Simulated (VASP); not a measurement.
Calculation: PBE GGA, VASP's PBE PAW potentials (set 64) (plane waves; VASP).

Input for VASP

**INCAR**
```
ALGO  =  Normal
EDIFF  =  1E-6
ENCUT  =  280
GGA  =  PE
ISIF  =  2
ISMEAR  =  0
LASPH  =  .TRUE.
LCHARG  =  .FALSE.
LREAL  =  .FALSE.
LWAVE  =  .FALSE.
NELM  =  100
PREC  =  Accurate
SIGMA  =  0.01
SYSTEM  =  LiH
```

KPOINTS:
```
Regular mesh
0
G
  4 4 4
0.5 0.5 0.5
```

**POSCAR**
```
LiH
1.9917480
  0.0000000000   1.0000000000   1.0000000000
  1.0000000000   0.0000000000   1.0000000000
  1.0000000000   1.0000000000   0.0000000000
Li H
1 1
Cartesian
  0.0000000000   0.0000000000   0.0000000000
  1.0000000000   1.0000000000   1.0000000000
```

POTCAR, in this order: Li_sv H (PBE.64 set). Program: vasp_std.

Output

**OUTCAR**
```
 ion  position               nearest neighbor table
   1  0.000  0.000  0.000-
   2  0.500  0.500  0.500-
  LATTYP: Found a face centered cubic cell.
 ALAT       =     3.9834960000
 Subroutine PRICEL returns:
 Original cell was already a primitive cell.
 Subroutine GETGRP returns: Found 48 space group operations
The static configuration has the point symmetry O_h .
The dynamic configuration has the point symmetry O_h .
 Subroutine INISYM returns: Found 48 space group operations
 Subroutine IBZKPT returns following result:
 Found     10 irreducible k-points:

 Following reciprocal coordinates:
            Coordinates               Weight
  0.125000  0.125000  0.125000      8.000000
  0.375000  0.125000  0.125000     24.000000
 -0.375000  0.125000  0.125000     24.000000
 -0.125000  0.125000  0.125000     24.000000
  0.375000  0.375000  0.125000     24.000000
 -0.375000  0.375000  0.125000     48.000000
 -0.125000  0.375000  0.125000     48.000000
 -0.375000 -0.375000  0.125000     24.000000
  0.375000  0.375000  0.375000      8.000000
 -0.375000  0.375000  0.375000     24.000000
   k-points           NKPTS =     10   k-points in BZ     NKDIM =     10   number of bands    NBANDS=      6
   number of dos      NEDOS =    301   number of ions     NIONS =      2
   total plane-waves  NPLWV =   4096
   dimension x,y,z NGX =    16 NGY =   16 NGZ =   16
   dimension x,y,z NGXF=    32 NGYF=   32 NGZF=   32
   ions per type =               1   1
   PREC   = accura    normal or accurate (medium, high low for compatibility)
   ISTART =      0    job   : 0-new  1-cont  2-samecut
   ICHARG =      2    charge: 1-file 2-atom 10-const
   ISPIN  =      1    spin polarized calculation?
   LNONCOLLINEAR =      F non collinear calculations
   LSORBIT =      F    spin-orbit coupling
   INIWAV =      1    electr: 0-lowe 1-rand  2-diag
   ENCUT  =  280.0 eV  20.58 Ry    4.54 a.u.   3.84  3.84  3.84*2*pi/ulx,y,z
   NELM   =    100;   NELMIN=  2; NELMDL= -5     # of ELM steps
   EDIFF  = 0.1E-05   stopping-criterion for ELM
   LREAL  =      F    real-space projection
   NLSPLINE    = F    spline interpolate recip. space projectors
   LMAXMIX     =    2 max onsite mixed and CHGCAR
   VOSKOWN=      0    Vosko Wilk Nusair interpolation
   EDIFFG = 0.1E-04   stopping-criterion for IOM
   NSW    =      0    number of steps for IOM
   NBLOCK =      1;   KBLOCK =      1    inner block; outer block
   IBRION =     -1    ionic relax: 0-MD 1-quasi-New 2-CG
   NFREE  =      0    steps in history (QN), initial steepest desc. (CG)
   ISIF   =      2    stress and relaxation
   ISYM   =      2    0-nonsym 1-usesym 2-fastsym
   TEIN   =    0.0    initial temperature
   TEBEG  =    0.0;   TEEND  =   0.0 temperature during run
   SMASS  =  -3.00    Nose mass-parameter (am)
   PSTRESS=    0.0 pullay stress
   NELECT =       4.0000    total number of electrons
   EFERMI =   0.00;   METHOD = LEGACY
   ISMEAR =     0;   SIGMA  =   0.01  broadening in eV -4-tet -1-fermi 0-gaus
   IALGO  =     38    algorithm
   LDIAG  =      T    sub-space diagonalisation (order eigenvalues)
   IMIX   =      4    mixing-type and parameters
     AMIX     =   0.40;   BMIX     =  1.00
     AMIX_MAG =   1.60;   BMIX_MAG =  1.00
     AMIN     =   0.10
   GGA     = PE    functional components
   VOSKOWN =     0    Vosko Wilk Nusair interpolation
   LHFCALC =     F    Hartree Fock is set to
   LHFONE  =     F    Hartree Fock one center treatment
   AEXX    =    0.0000 exact exchange contribution
   IVDW    =     0    specifies the selected vdW correction
   LEPSILON=     F    determine dielectric tensor
   LRPA    =     F    only Hartree local field effects (RPA)
  energy-cutoff  :      280.00
...
```

### OSZICAR
```
       N       E                     dE             d eps       ncg     rms          rms(c)
DAV:   1    -0.254551651491E+01   -0.25455E+01   -0.97118E+02   120   0.374E+02
DAV:   2    -0.711175207218E+01   -0.45662E+01   -0.45662E+01   180   0.589E+01
DAV:   3    -0.715352647769E+01   -0.41774E-01   -0.41774E-01   120   0.539E+00
DAV:   4    -0.715381073703E+01   -0.28426E-03   -0.28426E-03   156   0.485E-01
DAV:   5    -0.715381601153E+01   -0.52745E-05   -0.52745E-05   120   0.535E-02    0.357E+00
DAV:   6    -0.691232767563E+01    0.24149E+00   -0.17779E-01   144   0.214E+00    0.182E+00
DAV:   7    -0.684746290565E+01    0.64865E-01   -0.23495E-01   126   0.270E+00    0.284E-01
DAV:   8    -0.684975849294E+01   -0.22956E-02   -0.10062E-02   132   0.936E-01    0.450E-02
DAV:   9    -0.684974380017E+01    0.14693E-04   -0.24019E-04   138   0.120E-01    0.190E-02
DAV:  10    -0.684975001331E+01   -0.62131E-05   -0.30265E-05   132   0.484E-02    0.427E-03
DAV:  11    -0.684975025303E+01   -0.23972E-06   -0.58745E-07   102   0.742E-03
   1 F= -.68497503E+01 E0= -.68497503E+01  d E =-.128209E-73
```

### OUTCAR
```
------------------------ aborting loop because EDIFF is reached ----------------------------------------
  FORCE on cell =-STRESS in cart. coord.  units (eV):
  Direction    XX          YY          ZZ          XY          YZ          ZX
  --------------------------------------------------------------------------------------
  Total       -0.8990155     -0.8990155     -0.8990155      0.0000000      0.0000000     -0.0000000
  in kB      -91.1474677    -91.1474677    -91.1474677      0.0000000      0.0000000     -0.0000000
  external PRESSURE =     -91.1474677 kB  Pullay stress =       0.0000000 kB
  volume of cell :       15.80
      direct lattice vectors                 reciprocal lattice vectors
     0.000000000  1.991748000  1.991748000    -0.251035774  0.251035774  0.251035774
     1.991748000  0.000000000  1.991748000     0.251035774 -0.251035774  0.251035774
     1.991748000  1.991748000  0.000000000     0.251035774  0.251035774 -0.251035774
  FREE ENERGIE OF THE ION-ELECTRON SYSTEM (eV)
  ---------------------------------------------------
  free  energy   TOTEN  =        -6.8497502530 eV

  energy  without entropy=       -6.8497502530  energy(sigma->0) =       -6.84975025
```
(Selected blocks of OUTCAR.)

At this cut-off the stress carries a Pulay error, which pulls relaxed volumes low.

The structure comes from a computed database's LiH entry; how it stands against other phases isn't given here. The cell was not relaxed at this level. The k-mesh is coarse (spacing up to 0.68 per Å, 2π included), so the numbers may not be converged in it. The run is one of a series of settings (ENCUT = 280, KPOINTS 4×4×4 Γ-centred mesh shifted by (0.5, 0.5, 0.5) against the base run), some of them coarse on purpose.
